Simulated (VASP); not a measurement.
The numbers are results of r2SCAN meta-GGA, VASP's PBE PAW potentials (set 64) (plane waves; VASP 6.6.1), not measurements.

VASP input:

**KPOINTS**
```
Automatic mesh
0
Gamma
14 14 14
0 0 0
```

### INCAR
```
SYSTEM  =  Li
PREC  =  Accurate; ENCUT  =  600; LREAL  =  .FALSE.
LASPH  =  .TRUE.
EDIFF  =  1E-7; NELM  =  100; ALGO  =  Normal
LMIXTAU  =  .TRUE.
ISMEAR  =  1; SIGMA  =  0.1
METAGGA  =  R2SCAN
ISIF  =  2
LWAVE  =  .FALSE.; LCHARG  =  .FALSE.
```

### POSCAR
```
Li
1
   -1.7281284345     1.7281284345     1.7281284345
    1.7281284345    -1.7281284345     1.7281284345
    1.7281284345     1.7281284345    -1.7281284345
Li
1
Direct
  0.0000000000   0.0000000000   0.0000000000
```

POTCAR, in this order: Li_sv (PBE.64 set). Program: vasp_std.

What does the run give for the energy per atom (σ→0), band gap (on the k-mesh)?

```yaml
energy per atom (σ→0): -2.380 eV/atom
band gap (on the k-mesh): none (metal, semimetal or under 0.01 eV)
```

OSZICAR:
```
...
DAV:  21    -0.238026032907E+01   -0.10182E-04   -0.34941E-07  1215   0.575E-03    0.469E-04
DAV:  22    -0.238026456909E+01   -0.42400E-05   -0.63965E-08  1190   0.229E-03    0.225E-04
DAV:  23    -0.238026749215E+01   -0.29231E-05   -0.31728E-08  1025   0.181E-03    0.699E-05
DAV:  24    -0.238026918613E+01   -0.16940E-05   -0.89695E-09   580   0.109E-03    0.470E-05
DAV:  25    -0.238026932257E+01   -0.13644E-06   -0.29661E-09   535   0.713E-04    0.524E-05
DAV:  26    -0.238026906167E+01    0.26090E-06   -0.11235E-09   535   0.411E-04    0.222E-05
DAV:  27    -0.238026915460E+01   -0.92929E-07   -0.10265E-10   525   0.989E-05
   1 F= -.23802692E+01 E0= -.23799711E+01  d E =-.894092E-03
```

The compound is Li in the bcc structure. It was relaxed first.
